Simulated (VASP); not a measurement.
OSZICAR of a VASP run on ZnS (zinc blende):

### OSZICAR
```
       N       E                     dE             d eps       ncg     rms          rms(c)
DAV:   1     0.773782383091E+02    0.77378E+02   -0.80336E+03   754   0.140E+03
DAV:   2    -0.351539208339E+01   -0.80894E+02   -0.77889E+02   814   0.256E+02
DAV:   3    -0.858414822451E+01   -0.50688E+01   -0.50482E+01   954   0.682E+01
DAV:   4    -0.864353227338E+01   -0.59384E-01   -0.59371E-01   829   0.788E+00
DAV:   5    -0.864447170986E+01   -0.93944E-03   -0.93941E-03   904   0.975E-01    0.791E+00
DAV:   6    -0.823923450961E+01    0.40524E+00   -0.98517E-01  1092   0.388E+01    0.600E+00
DAV:   7    -0.821316182898E+01    0.26073E-01   -0.33901E-01   794   0.632E+00    0.280E+00
DAV:   8    -0.820718781723E+01    0.59740E-02   -0.59552E-03   934   0.108E+00    0.706E-01
DAV:   9    -0.820656481300E+01    0.62300E-03   -0.11528E-03   849   0.358E-01    0.107E-01
DAV:  10    -0.820658441066E+01   -0.19598E-04   -0.89841E-05   829   0.118E-01    0.475E-02
DAV:  11    -0.820658132692E+01    0.30837E-05   -0.76664E-06  1114   0.792E-02    0.542E-03
DAV:  12    -0.820658144132E+01   -0.11440E-06   -0.13832E-06   859   0.973E-03    0.190E-03
DAV:  13    -0.820658142913E+01    0.12195E-07   -0.85408E-08  1156   0.698E-03    0.486E-04
DAV:  14    -0.820658143064E+01   -0.15164E-08   -0.95895E-09   435   0.115E-03
   1 F= -.82065814E+01 E0= -.82065814E+01  d E =-.820658E+01
```

Question: Which electronic solver shows in the log?

Answer: It is blocked Davidson (ALGO = Normal, or the opening steps of other solvers). The INCAR had ALGO = Normal.

Question: Can the final energy be trusted as converged?

Answer: The run converged. It stopped with EDIFF = 1E-8, NELM = 100, NSW = 30 and EDIFFG = -0.001 after 1 ionic step (LDA (Ceperley-Alder, Perdew-Zunger), plane waves, VASP's LDA PAW potentials (set 64)).

The compound is ZnS in the zinc blende structure. It was relaxed first, which changed the volume by -6 %. The start is the result of an earlier pass.
